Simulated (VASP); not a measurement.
Here is the system:

```
P
1.0
    1.63421    -5.23789     0.00000
    1.63421     5.23789     0.00000
    0.00000     0.00000     4.37551
P
4
Direct
  0.10091   0.89909   0.91797
  0.39909   0.60091   0.41797
  0.60091   0.39909   0.58203
  0.89909   0.10091   0.08203
```

Method: optB88-vdW, VASP's PBE PAW potentials (set 64) (plane waves; VASP). Numerical set-up: 520 eV cut-off, 10×10×7 Γ-centred mesh, first-order Methfessel-Paxton smearing of 0.10 eV, potentials P.

**Question.** The ions and cell shape at fixed volume are relaxed. Which structure does the run end with?

**Answer.** 
```
P
1.0
    1.66745    -5.18986     0.00000
    1.66745     5.18986     0.00000
    0.00000     0.00000     4.32797
P
4
Direct
  0.10434   0.89566   0.92259
  0.39566   0.60434   0.42259
  0.60434   0.39566   0.57741
  0.89566   0.10434   0.07741
```
Space group Cmce (64), at a tolerance of 0.03 Å.

**Question.** How much energy does the relaxation gain?

**Answer.** The energy (σ→0) changes by -11.5 meV/atom, in 6 ionic steps.

| step | E(σ→0) (eV) | max force (eV/Å) | pressure (GPa) | volume (Å³) |
|---|---|---|---|---|
| 1 | -15.7725 | 0.480 | 5.21 | 74.91 |
| 2 | -15.8066 | 0.195 | 3.40 | 74.91 |
| 3 | -15.8121 | 0.189 | 2.32 | 74.91 |
| 4 | -15.8179 | 0.065 | 1.86 | 74.91 |
| 5 | -15.8180 | 0.037 | 1.93 | 74.91 |
| 6 | -15.8185 | 0.002 | 1.96 | 74.91 |

The compound is P in the black structure. This cell is one point of a volume scan, at 0.94 of the reference volume. Symmetry was kept, so distortions that lower it aren't found.
